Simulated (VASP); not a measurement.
All values below come from PBEsol GGA, VASP's PBE PAW potentials (set 64) (plane waves; VASP).

VASP input:

**POSCAR**
```
Ca
1.0
  0.0000000000   2.6739590284   2.6739590284
  2.7285296208   0.0000000000   2.6739590284
  2.7285296208   2.6739590284   0.0000000000
Ca
1
Cartesian
  0.0000000000   0.0000000000   0.0000000000
```

INCAR:
```
SYSTEM  =  Ca
ENCUT  =  480   ! plane-wave cut-off (eV)
LREAL  =  .FALSE.
LASPH  =  .TRUE.   ! aspherical one-centre terms
LCHARG  =  .FALSE.
EDIFF  =  1E-7   ! SCF stop (eV)
ALGO  =  Normal
ISMEAR  =  1
SIGMA  =  0.1   ! width (eV)
LWAVE  =  .FALSE.
GGA  =  PS   ! PBEsol
PREC  =  Accurate
NELM  =  100   ! most electronic steps
ISIF  =  2
```

### KPOINTS
```
kpoints
0
gamma
 10 10 10
```

POTCAR, in this order: Ca_sv (PBE.64 set). Program: vasp_std.

Output

### OSZICAR
```
       N       E                     dE             d eps       ncg     rms          rms(c)
DAV:   1     0.590183033874E+02    0.59018E+02   -0.49811E+03  1836   0.960E+02
DAV:   2    -0.891506446499E+00   -0.59910E+02   -0.59637E+02  1881   0.224E+02
DAV:   3    -0.209231012440E+01   -0.12008E+01   -0.11937E+01  2865   0.330E+01
DAV:   4    -0.214301396440E+01   -0.50704E-01   -0.50652E-01  2707   0.470E+00
DAV:   5    -0.214350641472E+01   -0.49245E-03   -0.49219E-03  3017   0.365E-01    0.223E+00
DAV:   6    -0.213457374702E+01    0.89327E-02   -0.79864E-03  2415   0.124E+00    0.134E+00
DAV:   7    -0.213005394517E+01    0.45198E-02   -0.14048E-02  2251   0.171E+00    0.939E-02
DAV:   8    -0.212991268842E+01    0.14126E-03   -0.11429E-03  2286   0.342E-01    0.182E-02
DAV:   9    -0.212991587848E+01   -0.31901E-05   -0.80027E-05  2852   0.817E-02    0.458E-03
DAV:  10    -0.212991620178E+01   -0.32330E-06   -0.41874E-06  2557   0.224E-02    0.784E-04
DAV:  11    -0.212991592149E+01    0.28029E-06   -0.19293E-07  2470   0.525E-03    0.411E-04
DAV:  12    -0.212991590500E+01    0.16485E-07   -0.10899E-08  1301   0.721E-04
   1 F= -.21299159E+01 E0= -.21296527E+01  d E =-.789615E-03
```

File OUTCAR:
```
------------------------ aborting loop because EDIFF is reached ----------------------------------------
  FORCE on cell =-STRESS in cart. coord.  units (eV):
  Direction    XX          YY          ZZ          XY          YZ          ZX
  --------------------------------------------------------------------------------------
  Total        0.1639202      0.2048277      0.2048277      0.0000000      0.0000000      0.0000000
  in kB        6.7309282      8.4106788      8.4106788      0.0000000      0.0000000      0.0000000
  external PRESSURE =       7.8507619 kB  Pullay stress =       0.0000000 kB
  volume of cell :       39.02
      direct lattice vectors                 reciprocal lattice vectors
     0.000000000  2.673959028  2.673959028    -0.183248881  0.186988654  0.186988654
     2.728529621  0.000000000  2.673959028     0.183248881 -0.186988654  0.186988654
     2.728529621  2.673959028  0.000000000     0.183248881  0.186988654 -0.186988654
 POSITION                                       TOTAL-FORCE (eV/Angst)
 -----------------------------------------------------------------------------------
      0.00000      0.00000      0.00000         0.000000      0.000000     -0.000000
 -----------------------------------------------------------------------------------
    total drift:                               -0.000000     -0.000000     -0.000000
  FREE ENERGIE OF THE ION-ELECTRON SYSTEM (eV)
  ---------------------------------------------------
  free  energy   TOTEN  =        -2.1299159050 eV

  energy  without entropy=       -2.1291262897  energy(sigma->0) =       -2.12965270
```
(Selected blocks of OUTCAR.)

**OUTCAR**
```
 val. band max:        2.2322104079   @ k =  -0.4000   0.1000   0.1000

 cond. band min:       2.2392097945   @ k =  -0.3000   0.4000   0.3000


 Fermi energy:         2.2331277557

 k-point     1 :       0.0000    0.0000    0.0000
  band No.  band energies     occupation
      1     -39.4655      2.00000
      2     -20.4462      2.00000
      3     -20.4435      2.00000
      4     -20.4435      2.00000
      5      -1.9668      2.00000
      6       4.5642      0.00000
      7       4.6629      0.00000
      8       4.6629      0.00000
      9       5.7425      0.00000

 k-point     2 :       0.1000    0.0000    0.0000
  band No.  band energies     occupation
      1     -39.4635      2.00000
      2     -20.4627      2.00000
      3     -20.4480      2.00000
      4     -20.4457      2.00000
      5      -1.7841      2.00000
      6       4.4267      0.00000
      7       4.6702      0.00000
      8       4.7330      0.00000
      9       5.6898      0.00000

 k-point     3 :       0.2000    0.0000    0.0000
  band No.  band energies     occupation
      1     -39.4585      2.00000
      2     -20.5101      2.00000
      3     -20.4551      2.00000
      4     -20.4514      2.00000
      5      -1.2565      2.00000
      6       3.9483     -0.00000
      7       4.7493      0.00000
      8       4.8406      0.00000
      9       5.6897      0.00000

 k-point     4 :       0.3000    0.0000    0.0000
  band No.  band energies     occupation
      1     -39.4523      2.00000
      2     -20.5681      2.00000
      3     -20.4638      2.00000
      4     -20.4584      2.00000
      5      -0.4495      2.00000
      6       3.3357     -0.00000
      7       4.6553      0.00000
      8       4.7724      0.00000
      9       5.9870      0.00000

 k-point     5 :       0.4000    0.0000    0.0000
  band No.  band energies     occupation
      1     -39.4472      2.00000
      2     -20.6144      2.00000
      3     -20.4708      2.00000
...
```

The compound is Ca in the fcc structure. This cell was strained or had an atom moved on purpose.
